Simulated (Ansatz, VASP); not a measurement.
# Ga2Sb2H3 (GaSb wire along [110], 16 atoms a period, H-terminated) in two plane-wave programs, part 2 of 2

Aim: how closely do two programs agree when they are given the same cell, functional and k mesh? The cell is taken from a series of runs on this material, whose earlier steps may have relaxed, scaled, displaced or heated it; both programs get it as it stands.

VASP 6.6.1 and Ansatz 0.2.0.

So far: Set-up; Ansatz: single point, r2SCAN.

## 3. VASP: single point, r2SCAN

Level of this step: r2SCAN; plane waves and PAW (Sb, H, Ga_d) (VASP).

The same cell, functional, mesh and smearing now go to VASP, with its own data sets.

Lines of VASP's logs that name or quote its potential files are left out, and so is its time.

Contents of INCAR:

```
SYSTEM = Ga2Sb2H3
PREC = Accurate
ENCUT = 440
EDIFF = 1E-06
NELM = 120
ISMEAR = -1
SIGMA = 0.05
LREAL = .FALSE.
ALGO = Normal
METAGGA = R2SCAN
LASPH = .TRUE.
NBANDS = 97
LORBIT = 11
LWAVE = .FALSE.
LCHARG = .FALSE.
ISIF = 2
GGA_COMPAT = .FALSE.
EFERMI = MIDGAP
LMIXTAU = .TRUE.
```

Contents of POSCAR:

```
Ga2Sb2H3
1.0
   19.5900000000      0.0000000000      0.0000000000
    0.0000000000     18.4400000000      0.0000000000
    0.0000000000      0.0000000000      4.4442734547
Sb H Ga
8 12 8
Direct
    0.3847933500      0.6200065110      0.0000000000
    0.6983170150      0.6088537160      0.0000000000
    0.2401939690      0.5000000000      0.5000000000
    0.5367549280      0.2688090010      0.5000000000
    0.5367549280      0.7311909990      0.5000000000
    0.5410665400      0.5000000000      0.5000000000
    0.3847933500      0.3799934890      0.0000000000
    0.6983170150      0.3911462840      0.0000000000
    0.4157485350      0.8122383870      0.0000000000
    0.7428083170      0.6891837230      0.0000000000
    0.1811771310      0.5000000000      0.2158518750
    0.8279723360      0.5000000000      0.3120696850
    0.2564728430      0.3065396070      0.5000000000
    0.2564728430      0.6934603930      0.5000000000
    0.5892676100      0.1942489950      0.5000000000
    0.5892676100      0.8057510050      0.5000000000
    0.8279723360      0.5000000000      0.6879303150
    0.1811771310      0.5000000000      0.7841481250
    0.4157485350      0.1877616130      0.0000000000
    0.7428083170      0.3108162770      0.0000000000
    0.4598263300      0.7412947570      0.0000000000
    0.4623516900      0.5000000000      0.0000000000
    0.7924709370      0.5000000000      0.0000000000
    0.3075196020      0.3719620330      0.5000000000
    0.3075196020      0.6280379670      0.5000000000
    0.6214092220      0.3820069140      0.5000000000
    0.6214092220      0.6179930860      0.5000000000
    0.4598263300      0.2587052430      0.0000000000
```

Contents of KPOINTS:

```
Automatic mesh
0
Gamma
1 1 14
0 0 0
```

The projector-augmented-wave data sets are Sb, H and Ga_d (PBE family, release 64).

Launch:

```console
$ export OMP_NUM_THREADS=4
$ mpirun -np 1 vasp_std
```

Numbers of over 12 decimals in the logs are rounded to 6 here.

What it wrote:

```text
[banner, memory and clock lines left out]
running    1 mpi-ranks, on    1 nodes
 distrk:  each k-point on    1 cores,    1 groups
 distr:  one band on    1 cores,    1 groups
 Offloading initialized ...    1 GPUs detected
 POSCAR found type information on POSCAR SbH Ga
 POSCAR found :  3 types and      28 ions
|                                                                             |
|               ----> ADVICE to this user running VASP <----                  |
|                                                                             |
|     You have a (more or less) 'large supercell' and for larger cells it     |
|     might be more efficient to use real-space projection operators.         |
|     Therefore, try LREAL= Auto in the INCAR file.                           |
|     Mind: For very accurate calculation, you might also keep the            |
|     reciprocal projection scheme (i.e. LREAL=.FALSE.).                      |
|                                                                             |

|                                                                             |
|               ----> ADVICE to this user running VASP <----                  |
|                                                                             |
|     You enforced a specific xc type in the INCAR file but a different       |
|     [... a line on the potential file left out ...]
|     I HOPE YOU KNOW WHAT YOU ARE DOING!                                     |
|                                                                             |

 LDA part: xc-table for (None), standard interpolation
 POSCAR, INCAR and KPOINTS ok, starting setup
 FFT: planning ... GRIDC
 FFT: planning ... GRID_SOFT
 FFT: planning ... GRID
 WAVECAR not read
 entering main loop
       N       E                     dE             d eps       ncg     rms          rms(c)
DAV:   1     0.762051033562E+03    0.76205E+03   -0.57975E+04  1936   0.122E+03
DAV:   2    -0.244094235577E+03   -0.10061E+04   -0.97836E+03  2119   0.297E+02
DAV:   3    -0.349497273166E+03   -0.10540E+03   -0.10456E+03  1766   0.106E+02
DAV:   4    -0.356258934150E+03   -0.67617E+01   -0.67430E+01  2136   0.298E+01
DAV:   5    -0.356402195307E+03   -0.14326E+00   -0.14320E+00  2184   0.445E+00    0.129E+01
DAV:   6    -0.337213446735E+03    0.19189E+02   -0.42946E+00  2016   0.141E+01    0.829E+00
DAV:   7    -0.336522232254E+03    0.69121E+00   -0.58591E+00  1856   0.874E+00    0.227E+00
DAV:   8    -0.336569668436E+03   -0.47436E-01   -0.13544E+00  1742   0.468E+00    0.124E+00
DAV:   9    -0.336552118958E+03    0.17549E-01   -0.14334E-01  1928   0.143E+00    0.569E-01
DAV:  10    -0.336564070390E+03   -0.11951E-01   -0.62929E-02  1800   0.125E+00    0.165E-01
DAV:  11    -0.336571925221E+03   -0.78548E-02   -0.69076E-03  1800   0.449E-01    0.105E-01
DAV:  12    -0.336583446851E+03   -0.11522E-01   -0.72929E-03  1629   0.346E-01    0.602E-02
DAV:  13    -0.336588672135E+03   -0.52253E-02   -0.21133E-03  1918   0.173E-01    0.400E-02
DAV:  14    -0.336593387515E+03   -0.47154E-02   -0.14781E-03  1764   0.129E-01    0.248E-02
[...]
DAV:  18    -0.336597344660E+03   -0.24088E-03   -0.34860E-05  1520   0.208E-02    0.364E-03
DAV:  19    -0.336597611591E+03   -0.26693E-03   -0.53224E-05  1367   0.237E-02    0.356E-03
DAV:  20    -0.336597707509E+03   -0.95918E-04   -0.10992E-05  1486   0.129E-02    0.148E-03
DAV:  21    -0.336597765345E+03   -0.57835E-04   -0.54636E-06  1400   0.995E-03    0.114E-03
DAV:  22    -0.336597791716E+03   -0.26371E-04   -0.22928E-06  1328   0.675E-03    0.955E-04
DAV:  23    -0.336597800268E+03   -0.85518E-05   -0.55725E-07  1184   0.392E-03    0.630E-04
DAV:  24    -0.336597809186E+03   -0.89186E-05   -0.10574E-06  1200   0.471E-03    0.485E-04
DAV:  25    -0.336597810119E+03   -0.93271E-06   -0.24275E-07  1200   0.258E-03
   1 F= -.33659781E+03 E0= -.33659781E+03  d E =-.109496E-07
```

From OUTCAR (step 3):

```text
ion  position               nearest neighbor table
   1  0.385  0.620  0.000-  21 2.68  22 2.68  25 2.69  25 2.69
   2  0.698  0.609  0.000-  10 1.72  27 2.69  27 2.69  23 2.73
   3  0.240  0.500  0.500-  11 1.71  18 1.71  24 2.70  25 2.70
   4  0.537  0.269  0.500-  15 1.72  26 2.67  28 2.69  28 2.69
   5  0.537  0.731  0.500-  16 1.72  27 2.67  21 2.69  21 2.69
   6  0.541  0.500  0.500-  26 2.69  27 2.69  22 2.70  22 2.70
   7  0.385  0.380  0.000-  28 2.68  22 2.68  24 2.69  24 2.69
   8  0.698  0.391  0.000-  20 1.72  26 2.69  26 2.69  23 2.73
   9  0.416  0.812  0.000-  21 1.57
  10  0.743  0.689  0.000-   2 1.72
  11  0.181  0.500  0.216-   3 1.71
  12  0.828  0.500  0.312-  23 1.55
  13  0.256  0.307  0.500-  24 1.57
  14  0.256  0.693  0.500-  25 1.57
  15  0.589  0.194  0.500-   4 1.72
  16  0.589  0.806  0.500-   5 1.72
  17  0.828  0.500  0.688-  23 1.55
  18  0.181  0.500  0.784-   3 1.71
  19  0.416  0.188  0.000-  28 1.57
  20  0.743  0.311  0.000-   8 1.72
  21  0.460  0.741  0.000-   9 1.57   1 2.68   5 2.69   5 2.69
  22  0.462  0.500  0.000-   1 2.68   7 2.68   6 2.70   6 2.70
  23  0.792  0.500  0.000-  12 1.55  17 1.55   2 2.73   8 2.73
  24  0.308  0.372  0.500-  13 1.57   7 2.69   7 2.69   3 2.70
  25  0.308  0.628  0.500-  14 1.57   1 2.69   1 2.69   3 2.70
  26  0.621  0.382  0.500-   4 2.67   6 2.69   8 2.69   8 2.69
  27  0.621  0.618  0.500-   5 2.67   6 2.69   2 2.69   2 2.69
  28  0.460  0.259  0.000-  19 1.57   7 2.68   4 2.69   4 2.69

  LATTYP: Found a simple orthorhombic cell.
 ALAT       =     4.4442734547
 B/A-ratio  =     4.1491596293
 C/A-ratio  =     4.4079195845

 Subroutine GETGRP returns: Found  4 space group operations
 (whereof  4 operations were pure point group operations)

The static configuration has the point symmetry C_2v.

 Found      8 irreducible k-points:

   k-points           NKPTS =      8   k-points in BZ     NKDIM =      8   number of bands    NBANDS=     97

   dimension x,y,z NGX =   140 NGY =  126 NGZ =   30
   dimension x,y,z NGXF=   280 NGYF=  252 NGZF=   60

   ENCUT  =  440.0 eV  32.34 Ry    5.69 a.u.  33.51 31.54  7.60*2*pi/ulx,y,z

   NELECT =     156.0000    total number of electrons

 k-points in reciprocal lattice and weights: Automatic mesh
   0.00000000  0.00000000  0.00000000       0.071
   0.00000000  0.00000000  0.07142857       0.143
   0.00000000  0.00000000  0.14285714       0.143
   0.00000000  0.00000000  0.21428571       0.143
   0.00000000  0.00000000  0.28571429       0.143
   0.00000000  0.00000000  0.35714286       0.143
   0.00000000  0.00000000  0.42857143       0.143
   0.00000000  0.00000000  0.50000000       0.071

 average (electrostatic) potential at core
       1 -99.1971       2 -99.4366       3 -99.7257       4 -99.4696       5 -99.4696
       6 -99.2926       7 -99.1971       8 -99.4366       9 -39.7262      10 -41.0877
      11 -41.3918      12 -39.6659      13 -39.7627      14 -39.7627      15 -41.1280
      16 -41.1280      17 -39.6659      18 -41.3918      19 -39.7262      20 -41.0877
      21 -76.8034      22 -77.0471      23 -76.3021      24 -76.8398      25 -76.8398
      26 -77.1017      27 -77.1017      28 -76.8034

 E-fermi :  -1.5370

 k-point     1 :       0.0000    0.0000    0.0000
  band No.  band energies     occupation
    ...
     74      -3.1011      2.00000
     75      -3.0541      2.00000
     76      -3.0430      2.00000
     77      -2.7055      2.00000
     78      -2.3878      2.00000
     79      -0.6578      0.00000
     80      -0.6373      0.00000
     81      -0.5543      0.00000
     82      -0.3448      0.00000
     83      -0.3062      0.00000
    ...

 k-point     2 :       0.0000    0.0000    0.0714
  band No.  band energies     occupation
    ...
     74      -3.2021      2.00000
     75      -3.0910      2.00000
     76      -2.9294      2.00000
     77      -2.9042      2.00000
     78      -2.6562      2.00000
     79      -0.3730      0.00000
     80      -0.3464      0.00000
     81      -0.2674      0.00000
     82      -0.0748      0.00000
     83      -0.0399      0.00000
    ...

 k-point     3 :       0.0000    0.0000    0.1429
  band No.  band energies     occupation
    ...
     74      -3.3164      2.00000
     75      -3.1631      2.00000
     76      -3.1555      2.00000
     77      -3.1295      2.00000
     78      -2.8274      2.00000
     79       0.1771      0.00000
     80       0.1843      0.00000
     81       0.2147      0.00000
     82       0.4283      0.00000
     83       0.5224      0.00000
    ...

  Total       -5.5733167     -5.5779835     -6.0721997      0.0000000      0.0000000      0.0000000
  in kB       -5.5619641     -5.5666214     -6.0598309      0.0000000      0.0000000      0.0000000
  external PRESSURE =      -5.7294721 kB  Pullay stress =       0.0000000 kB

  energy-cutoff  :      440.00
  volume of cell :     1605.45
      direct lattice vectors                 reciprocal lattice vectors
    19.590000000  0.000000000  0.000000000     0.051046452  0.000000000  0.000000000
     0.000000000 18.440000000  0.000000000     0.000000000  0.054229935  0.000000000
     0.000000000  0.000000000  4.444273455     0.000000000  0.000000000  0.225008657

 POSITION                                       TOTAL-FORCE (eV/Angst)
 -----------------------------------------------------------------------------------
      7.53810     11.43292      0.00000         0.008440     -0.002053      0.000000
     13.68003     11.22726      0.00000        -0.017664      0.034582      0.000000
      4.70540      9.22000      2.22214        -0.033615      0.000000      0.000000
     10.51503      4.95684      2.22214         0.017835      0.025023      0.000000
     10.51503     13.48316      2.22214         0.017835     -0.025023      0.000000
     10.59949      9.22000      2.22214        -0.004114      0.000000      0.000000
      7.53810      7.00708      0.00000         0.008440      0.002053      0.000000
     13.68003      7.21274      0.00000        -0.017664     -0.034582      0.000000
      8.14451     14.97768      0.00000         0.111291     -0.159628      0.000000
     14.55161     12.70855      0.00000        -0.074761     -0.094502      0.000000
      3.54926      9.22000      0.95930         0.095996      0.000000      0.122819
     16.21998      9.22000      1.38692        -0.078142      0.000000     -0.214567
      5.02430      5.65259      2.22214         0.112893      0.157256      0.000000
      5.02430     12.78741      2.22214         0.112893     -0.157256      0.000000
     11.54375      3.58195      2.22214        -0.061812      0.093501     -0.000000
     11.54375     14.85805      2.22214        -0.061812     -0.093501      0.000000
     16.21998      9.22000      3.05735        -0.078142      0.000000      0.214567
      3.54926      9.22000      3.48497         0.095996      0.000000     -0.122819
      8.14451      3.46232      0.00000         0.111291      0.159628      0.000000
     14.55161      5.73145      0.00000        -0.074761      0.094502      0.000000
      9.00800     13.66948      0.00000        -0.021247     -0.011117      0.000000
      9.05747      9.22000      0.00000        -0.022337      0.000000      0.000000
     15.52451      9.22000      0.00000        -0.030237      0.000000      0.000000
      6.02431      6.85898      2.22214        -0.001523     -0.035456      0.000000
      6.02431     11.58102      2.22214        -0.001523      0.035456      0.000000
     12.17341      7.04421      2.22214        -0.046155      0.075392      0.000000
     12.17341     11.39579      2.22214        -0.046155     -0.075392      0.000000
      9.00800      4.77052      0.00000        -0.021247      0.011117      0.000000
 -----------------------------------------------------------------------------------
    total drift:                                0.014748      0.000000     -0.000014

  FREE ENERGIE OF THE ION-ELECTRON SYSTEM (eV)
  ---------------------------------------------------
  free  energy   TOTEN  =      -336.5978101191 eV

  energy  without entropy=     -336.5978101081  energy(sigma->0) =     -336.59781011

 total charge
# of ion       s       p       d       tot
------------------------------------------
    1        1.096   1.350   0.025   2.471
    2        1.097   1.351   0.035   2.484
    3        1.092   1.378   0.047   2.517
    4        1.093   1.361   0.036   2.490
    5        1.093   1.361   0.036   2.490
    6        1.102   1.338   0.025   2.466
    7        1.096   1.350   0.025   2.471
    8        1.097   1.351   0.035   2.484
    9        0.529   0.010   0.000   0.539
   10        0.514   0.011   0.000   0.525
   11        0.518   0.012   0.000   0.530
   12        0.536   0.013   0.000   0.549
   13        0.529   0.010   0.000   0.539
   14        0.529   0.010   0.000   0.539
   15        0.514   0.011   0.000   0.525
   16        0.514   0.011   0.000   0.525
   17        0.536   0.013   0.000   0.549
   18        0.518   0.012   0.000   0.530
   19        0.529   0.010   0.000   0.539
   20        0.514   0.011   0.000   0.525
   21        0.858   0.815   9.971  11.644
   22        0.867   0.725   9.960  11.552
   23        0.887   0.881   9.980  11.747
   24        0.860   0.805   9.971  11.635
   25        0.860   0.805   9.971  11.635
   26        0.865   0.748   9.959  11.572
   27        0.865   0.748   9.959  11.572
   28        0.858   0.815   9.971  11.644
--------------------------------------------------
tot         21.965  17.313  80.008 119.286

[... 3 further parts left out ...]
```

## 4. Comparison

Known differences besides the potentials themselves: VASP keeps PBE cores, Ansatz makes them for the functional; the data sets hold 236 valence electrons in Ansatz (on its PAW soft_1 files) and 156 in VASP; the cutoff is 500 eV in Ansatz and 440 eV in VASP. Total energies have different zeros and are not compared.

Compared:

| quantity | Ansatz | VASP | difference |
| --- | --- | --- | --- |
| gap on the k mesh (eV) | 1.742 | 1.730 | +0.012 |

A gap on the mesh is an upper bound, since the band edges may lie between its points.

## 5. Outcome

- difference in gap on the k mesh (single point, r2SCAN): 0.012 eV

What this shows: The difference in gap on the k mesh is 0.012 eV (single point, r2SCAN), within the 0.08 eV picked in this series as the mark of a large difference. The data sets hold unlike numbers of valence electrons (236 in Ansatz and 156 in VASP), so part of the differences may come from the potentials. Such differences can come from data sets, numerical settings and the points named under the comparisons, not from the functional's error against experiment.

[Lines on the potential files, build, host, timing and source positions are cut from VASP's logs without a mark.]

[Logs are printed without paths, hosts, clocks, repeated set-up lines and the standing remarks that a program may print on its own settings, such as how far it seeks lower states.]

[Hosts, paths, dates, database ids (printed as entryN), source tags and the programs' standing remarks are cut or masked in the printed files.]
